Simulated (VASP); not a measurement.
Computed with RPBE GGA, VASP's PBE PAW potentials (set 64) (plane waves; VASP).

A VASP calculation is set up with these files.

### INCAR
```
! general
SYSTEM   =  AgCl
PREC     =  Accurate
ENCUT    =  520
LREAL    =  .FALSE.
LASPH    =  .TRUE.

! electronic loop
EDIFF    =  1E-7
NELM     =  100
ALGO     =  Normal
LMAXMIX  =  4

! smearing
ISMEAR   =  0
SIGMA    =  0.05

! functional
GGA      =  RP

! ions
ISIF     =  2

! output
LWAVE    =  .FALSE.
LCHARG   =  .FALSE.
```

**POSCAR**
```
AgCl
3.9907910
  0.0000000000   0.7071068221   0.7071068221
  0.7071068221   0.0000000000   0.7071068221
  0.7071068221   0.7071068221   0.0000000000
Ag Cl
1 1
direct
  0.0000000000   0.0000000000   0.0000000000
  0.5000000000   0.5000000000   0.5000000000
```

File KPOINTS:
```
Automatic
0
G
  8 8 8
```

POTCAR, in this order: Ag Cl (PBE.64 set). Program: vasp_std.

Task: What does the run give for the energy per atom (σ→0), pressure, band gap (on the k-mesh)?

Result: 
```json
{
  "energy per atom (σ→0)": "-2.358 eV/atom",
  "band gap (on the k-mesh)": "1.11 eV",
  "pressure": "21.7 kbar"
}
```

**OSZICAR**
```
...
DAV:   8    -0.471526012526E+01   -0.12327E-02   -0.70057E-03   789   0.108E+00    0.241E-01
DAV:   9    -0.471557255820E+01   -0.31243E-03   -0.98388E-04   814   0.434E-01    0.443E-02
DAV:  10    -0.471577774454E+01   -0.20519E-03   -0.30403E-04   769   0.169E-01    0.479E-02
DAV:  11    -0.471580179194E+01   -0.24047E-04   -0.36464E-05   814   0.474E-02    0.662E-03
DAV:  12    -0.471580244970E+01   -0.65776E-06   -0.10135E-06   854   0.106E-02    0.526E-03
DAV:  13    -0.471580285308E+01   -0.40338E-06   -0.11850E-06   779   0.964E-03    0.177E-03
DAV:  14    -0.471580279622E+01    0.56860E-07   -0.40425E-08   582   0.195E-03
   1 F= -.47158028E+01 E0= -.47158028E+01  d E =-.128116E-12
```

The compound is AgCl in the rock salt structure. This cell is one point of a volume scan, at 0.94 of the reference volume.
